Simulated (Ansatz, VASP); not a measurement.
# ZrSeS: VASP beside Ansatz, part 2 of 2

Aim: how closely do two programs agree when they are given the same cell, functional and k mesh?  The structure shown is the end of the VASP relaxation below.

VASP 6.6.1 and Ansatz 0.2.0.

So far: Set-up; VASP: relaxation, PBEsol; Ansatz: single point, PBEsol.

### 4. Comparison

Known differences besides the PAW data sets themselves: the data sets hold 68 valence electrons in Ansatz (default PAW (the set named soft_2) files) and 48 in VASP; the cutoff is 420 eV in Ansatz and 300 eV in VASP (PREC = Normal); Ansatz makes its cores anew for this functional, VASP keeps those of its PBE data sets; VASP leaves aspherical gradient terms in its spheres out (LASPH is not set), Ansatz keeps them. Total energies have different zeros and are not compared.

Compared:

```csv
quantity,Ansatz,VASP,difference
gap on the k mesh (eV),0.710,0.704,+0.005
```

Forces (eV/Å; atoms numbered as in POSCAR):

```csv
atom,"Ansatz x, y, z","VASP x, y, z"
Se1,"0.000, 0.000, 0.131","0.000, 0.000, 0.093"
Se2,"0.000, 0.000, 0.022","0.000, 0.000, -0.017"
Zr3,"0.000, 0.000, 0.084","0.000, 0.000, 0.084"
Zr4,"0.000, 0.000, -0.016","0.000, 0.000, -0.009"
S5,"0.000, 0.000, -0.177","0.000, 0.000, -0.144"
S6,"0.000, 0.000, -0.045","0.000, 0.000, -0.007"
```

The forces differ by 18 meV/Å r.m.s., which is 38.7 % of the r.m.s. force of 0.05 eV/Å (both taken over all components, held atoms included).

### 5. Looking for the cause

The difference is large enough to ask for its cause, so further runs change the set-up of one program at a time, as the table lists.

```csv
run,r.m.s. force difference (meV/Å)
as above,18
"cores kept as stored, as VASP does, whose cores stay as stored",15
Ansatz's larger PAW set (cutoff 580 eV),16
norm-conserving potentials (cutoff 1170 eV),16
```

### 6. VASP: band structure, PBEsol

The same path points are solved in both programs, so levels can be compared one by one.

Input file INCAR:

```
SYSTEM = ZrSeS
PREC = Normal
ENCUT = 300
EDIFF = 1E-06
NELM = 120
ISMEAR = 0
SIGMA = 0.05
LREAL = .FALSE.
ALGO = Fast
GGA = PS
NBANDS = 40
LORBIT = 11
LWAVE = .TRUE.
LCHARG = .TRUE.
IDIPOL = 3
LDIPOL = .TRUE.
DIPOL = 0.5 0.5 0.502
LVHAR = .TRUE.
LVACPOTAV = .TRUE.
LELF = .TRUE.
NEDOS = 1500
```

Input file POSCAR:

```
ZrSeS
1.0
    3.7500238339      0.0000000000      0.0000000000
   -1.8750119170      3.2476159049      0.0000000000
    0.0000000000      0.0000000000     24.2321087880
Se Zr S
2 2 2
Direct
    0.3333333300      0.6666666600      0.3095067000
    0.3333333300      0.6666666600      0.5671261441
    0.6666666700      0.3333333400      0.3761800600
    0.6666666700      0.3333333400      0.6336267255
    0.0000000000      0.0000000000      0.4331974600
    0.0000000000      0.0000000000      0.6897808376
```

Input file KPOINTS:

```
Automatic mesh
0
Gamma
9 9 1
0 0 0
```

Input file KPOINTS_OPT:

```
Line mode
14
Line-mode
Reciprocal
  0.00000000   0.00000000   0.00000000 GAMMA
  0.50000000   0.00000000   0.00000000 M

  0.50000000   0.00000000   0.00000000 M
  0.33333333   0.33333333   0.00000000 K

  0.33333333   0.33333333   0.00000000 K
  0.00000000   0.00000000   0.00000000 GAMMA
```

Potentials, in the order of the species: Se, Zr_sv and S (PBE family, release 64).

Started as:

```bash
mpirun -np 2 vasp_std
```

Numbers of over 12 decimals in the logs are rounded to 6 here.

The log of the run:

```text
[banner, memory and clock lines left out]
running    2 mpi-ranks, on    1 nodes
[...]
[... a notice as in an earlier step ...]

 LDA part: xc-table for (Slater+PW92), standard interpolation
 POSCAR, INCAR and KPOINTS ok, starting setup
[...]
entering main loop
       N       E                     dE             d eps       ncg     rms          rms(c)
DAV:   1     0.256967058505E+03    0.25697E+03   -0.16951E+04  1136   0.668E+02
DAV:   2    -0.174475383275E+02   -0.27441E+03   -0.26304E+03  1232   0.204E+02
DAV:   3    -0.450047373883E+02   -0.27557E+02   -0.27248E+02  1456   0.517E+01
DAV:   4    -0.470170629376E+02   -0.20123E+01   -0.19989E+01  1536   0.123E+01
[...]
RMM:  13    -0.432645652116E+02   -0.10828E-03   -0.17621E-03  1647   0.143E-01    0.350E-02
RMM:  14    -0.432647519207E+02   -0.18671E-03   -0.86322E-04  1712   0.837E-02    0.392E-02
RMM:  15    -0.432648552303E+02   -0.10331E-03   -0.33741E-04  1709   0.574E-02    0.971E-03
WARNING in EDDRMM: call to ZHEGV failed, returncode =   8  4     11
[...]
1 F= -.43265065E+02 E0= -.43265065E+02  d E =-.161688E-11
 Start KPOINTS_OPT (optional k-point list driver)
k-point batch [1-12\42]
       N       E                     dE             ncg
DAV:   1    -0.476749199951E+04   -0.97114E+04     1168
DAV:   2    -0.817748763491E+04   -0.34100E+04     1232
DAV:   3    -0.852128528377E+04   -0.34380E+03     1408
DAV:   4    -0.854867373729E+04   -0.27388E+02     1512
DAV:   5    -0.854921859042E+04   -0.54485E+00     1312
DAV:   6    -0.854922575115E+04   -0.71607E-02     1384
DAV:   7    -0.854922595856E+04   -0.20741E-03     1416
DAV:   8    -0.854922596326E+04   -0.47017E-05     1224
DAV:   9    -0.854922596337E+04   -0.11567E-06      848
[...]
k-point batch [37-42\42]
       N       E                     dE             ncg
DAV:   1     0.292613578667E+04   -0.31622E+04      568
DAV:   2     0.121719301693E+04   -0.17089E+04      592
DAV:   3     0.103854105391E+04   -0.17865E+03      720
DAV:   4     0.102451723756E+04   -0.14024E+02      728
DAV:   5     0.102416630827E+04   -0.35093E+00      680
DAV:   6     0.102416211167E+04   -0.41966E-02      640
DAV:   7     0.102416200596E+04   -0.10571E-03      752
DAV:   8     0.102416200328E+04   -0.26786E-05      616
DAV:   9     0.102416200323E+04   -0.51317E-07      504
 writing wavefunctions
```

OUTCAR, selected parts (step 6):

```text
  Total       -2.7004687     -2.7004687     -0.9094451      0.0000000      0.0000000     -0.0000000
  in kB      -14.6608732    -14.6608732     -4.9373868      0.0000000      0.0000000     -0.0000000
  external PRESSURE =     -11.4197110 kB  Pullay stress =       0.0000000 kB

 POSITION                                       TOTAL-FORCE (eV/Angst)
 -----------------------------------------------------------------------------------
     -0.00000      2.16508      7.50000         0.000000      0.000000      0.094937
     -0.00000      2.16508     13.74266         0.000000      0.000000     -0.014449
      1.87501      1.08254      9.11564         0.000000     -0.000000      0.085808
      1.87501      1.08254     15.35411        -0.000000     -0.000000     -0.014365
      0.00000      0.00000     10.49729         0.000000      0.000000     -0.142454
      0.00000      0.00000     16.71484         0.000000     -0.000000     -0.009476
 -----------------------------------------------------------------------------------
    total drift:                                0.000011     -0.000033      0.001370

  FREE ENERGIE OF THE ION-ELECTRON SYSTEM (eV)
  ---------------------------------------------------
  free  energy   TOTEN  =       -43.2650645370 eV

  energy  without entropy=      -43.2650645370  energy(sigma->0) =      -43.26506454

[... 1 part as in an earlier step ...]

[... 2 further parts left out ...]
[key lines of the parts left out:]
E-fermi :  -0.6018
```

### 7. Ansatz: band structure, PBEsol

The same cell, functional, mesh and smearing now go to Ansatz, which takes its cutoff from its data sets.

Input file input.yaml:

```yaml
crystal:
  lattice:
    - [3.7500238339, 0.0, 0.0]
    - [-1.875011917, 3.2476159049, 0.0]
    - [0.0, 0.0, 24.232108788]
  atoms:
    - { symbol: Se, position: [0.33333333, 0.66666666, 0.3095067] }
    - { symbol: Se, position: [0.33333333, 0.66666666, 0.5671261441] }
    - { symbol: Zr, position: [0.66666667, 0.33333334, 0.37618006] }
    - { symbol: Zr, position: [0.66666667, 0.33333334, 0.6336267255] }
    - { symbol: S, position: [0.0, 0.0, 0.43319746] }
    - { symbol: S, position: [0.0, 0.0, 0.6897808376] }
hamiltonian:
  xc: pbesol
  pseudopotentials: { kind: paw }
kpoints:
  mp_grid: { grid: [9, 9, 1] }
  band_path:
    path:
      - [0.0, 0.0, 0.0]
      - [0.03846, 0.0, 0.0]
      - [0.07692, 0.0, 0.0]
      - [0.15385, 0.0, 0.0]
      - [0.19231, 0.0, 0.0]
      - [0.26923, 0.0, 0.0]
      - [0.30769, 0.0, 0.0]
      - [0.34615, 0.0, 0.0]
      - [0.42308, 0.0, 0.0]
      - [0.46154, 0.0, 0.0]
      - [0.5, 0.0, 0.0]
      - [0.48718, 0.02564, 0.0]
      - [0.47436, 0.05128, 0.0]
      - [0.44872, 0.10256, 0.0]
      - [0.4359, 0.12821, 0.0]
      - [0.41026, 0.17949, 0.0]
      - [0.39744, 0.20513, 0.0]
      - [0.37179, 0.25641, 0.0]
      - [0.35897, 0.28205, 0.0]
      - [0.34615, 0.30769, 0.0]
      - [0.33333, 0.33333, 0.0]
      - [0.30769, 0.30769, 0.0]
      - [0.25641, 0.25641, 0.0]
      - [0.23077, 0.23077, 0.0]
      - [0.20513, 0.20513, 0.0]
      - [0.15385, 0.15385, 0.0]
      - [0.12821, 0.12821, 0.0]
      - [0.07692, 0.07692, 0.0]
      - [0.05128, 0.05128, 0.0]
      - [0.0, 0.0, 0.0]
    npoints: 1
scf:
  occupations: { method: gaussian, width: 0.05 }
  n_extra_bands: 9
efield:
  axis: 3
  dipole_correction: true
  ramp_width: 0.04
output:
  forces: true
  eigenvalues: true
```

Started as:

```bash
ansatz run input.yaml --threads 4 --pin off --max-ram 9216MiB --backend cpu --events-out ev --progress --plain --runs-dir out
```

The log of the run:

```text
[...]
Crystal: 6 atoms, lattice volume = 295.114 Å³
Basis set: ecut = 420 eV, 5793 PW (Γ), exchange–correlation on 54×54×324 points (8 copies of the dense FFT grid, shifted against one another)
Bands: 43, of which v1, the nominal top of the filled ones, is band 34 counted from 1 (33 counted from 0)
Symmetry: 6 space group operations
[...]
k-point 0: bands = [... 30 lower, 0.8220, 0.8220, 0.8953, 0.8953, 2.0727, 2.0727, 2.1345, 2.1345, ... 5 higher]
  k-point 1: bands = [... 30 lower, 0.0638, 0.4390, 0.4495, 0.5327, 2.1609, 2.2162, 2.5061, 2.5617, ... 5 higher]
  k-point 2: bands = [... 30 lower, -0.0193, 0.0714, 0.1008, 0.4014, 1.9805, 2.0338, 3.1057, 3.1602, ... 5 higher]
  k-point 11: bands = [... 30 lower, -1.1098, -1.1057, -1.0251, -0.8941, 2.7352, 2.8127, 3.3006, 3.4262, ... 5 higher]
[key lines of the parts left out:]
SCF converged after 9 iterations
Free energy (F): -20884.143067 eV
Fermi energy:    1.248354 eV
Dipole field:    D = 0.004838 V/Å  (p = 0.007890 e·Å, saw-weighted, corrected)
Work function:   Φ+ = 5.4771 eV   Φ− = 5.5943 eV
```

The job ended after 6.9 s (4 threads of Arm Neoverse V2, shared host; peak memory 0.72 GiB).

### 8. Differences

Compared:

```csv
quantity,Ansatz,VASP,difference
gap over the path points (eV),0.691,0.684,+0.007
```

Forces (eV/Å; atoms numbered as in POSCAR):

```csv
atom,"Ansatz x, y, z","VASP x, y, z"
Se1,"0.000, 0.000, 0.131","0.000, 0.000, 0.095"
Se2,"0.000, 0.000, 0.022","0.000, 0.000, -0.014"
Zr3,"0.000, 0.000, 0.084","0.000, 0.000, 0.086"
Zr4,"0.000, 0.000, -0.016","0.000, 0.000, -0.014"
S5,"0.000, 0.000, -0.177","0.000, 0.000, -0.142"
S6,"0.000, 0.000, -0.045","0.000, 0.000, -0.009"
```

Levels at points of the path, from each program's valence-band top (eV; 4 filled, then empty):

```csv
k (reciprocal lattice),Ansatz,VASP
0.000 0.000 0.000,-0.07 -0.07 0.00 0.00 1.18 1.18 1.24,-0.08 -0.08 0.00 0.00 1.17 1.17 1.24
0.038 0.000 0.000,-0.21 -0.14 -0.13 -0.06 1.21 1.25 1.27,-0.21 -0.14 -0.13 -0.06 1.20 1.24 1.27
0.077 0.000 0.000,-0.53 -0.41 -0.28 -0.20 1.26 1.32 1.42,-0.53 -0.41 -0.29 -0.20 1.25 1.32 1.41
0.154 0.000 0.000,-0.88 -0.65 -0.56 -0.42 1.22 1.27 1.86,-0.88 -0.66 -0.56 -0.42 1.22 1.27 1.85
0.192 0.000 0.000,-0.81 -0.80 -0.72 -0.44 1.15 1.20 2.07,-0.82 -0.81 -0.72 -0.44 1.15 1.20 2.06
0.269 0.000 0.000,-1.04 -0.94 -0.90 -0.63 0.97 1.04 2.39,-1.04 -0.94 -0.90 -0.64 0.97 1.04 2.38
0.308 0.000 0.000,-1.10 -1.07 -1.00 -0.78 0.89 0.97 2.50,-1.10 -1.08 -1.00 -0.78 0.88 0.96 2.49
0.346 0.000 0.000,-1.28 -1.12 -1.02 -0.94 0.82 0.90 2.59,-1.28 -1.13 -1.03 -0.94 0.81 0.90 2.58
0.423 0.000 0.000,-1.57 -1.17 -1.13 -1.02 0.73 0.81 2.70,-1.58 -1.18 -1.14 -1.02 0.72 0.81 2.69
0.462 0.000 0.000,-1.62 -1.21 -1.13 -1.02 0.70 0.79 2.73,-1.63 -1.21 -1.13 -1.02 0.69 0.78 2.72
```

The forces differ by 17 meV/Å r.m.s., which is 37.2 % of the r.m.s. force of 0.05 eV/Å (both taken over all components). Among the levels compared (up to four filled and three empty ones at each point), filled levels agree within 9 meV and empty ones within 10 meV.

### 9. What moves the difference

The difference is large enough to ask for its cause, so further runs change the set-up of one program at a time, as the table lists.

```csv
run,r.m.s. force difference (meV/Å)
as above,17
"cores kept as stored, as VASP does, whose cores stay as stored",14
Ansatz's larger PAW set (cutoff 580 eV),16
norm-conserving potentials (cutoff 1170 eV),15
```

### 10. Summary of results

```
r.m.s. force difference (single point, PBEsol)   : 18 meV/Å
r.m.s. force difference (band structure, PBEsol) : 17 meV/Å
```

**Reading.** The r.m.s. force difference is 18 meV/Å (single point, PBEsol), beyond the 12 meV/Å picked in this series as the mark of a large difference. For single point, PBEsol: no further run halves the r.m.s. force difference; only Ansatz's side was varied, and Ansatz's runs with other potentials lie closer to each other than to VASP, which for this quantity points to VASP's side; this was not tested here. For band structure, PBEsol: no further run halves the r.m.s. force difference; only Ansatz's side was varied, and Ansatz's runs with other potentials lie closer to each other than to VASP, which for this quantity points to VASP's side; this was not tested here. How closely two codes agree says nothing of how well the functional describes the real material.

[Lines on the potential files, build, host, timing and source positions are cut from VASP's logs without a mark.]

[Logs are printed without paths, hosts, clocks, repeated set-up lines and the standing remarks that a program may print on its own settings, such as how far it seeks lower states.]

[Hosts, paths, dates, database ids (printed as entryN), source tags and the programs' standing remarks are cut or masked in the printed files.]
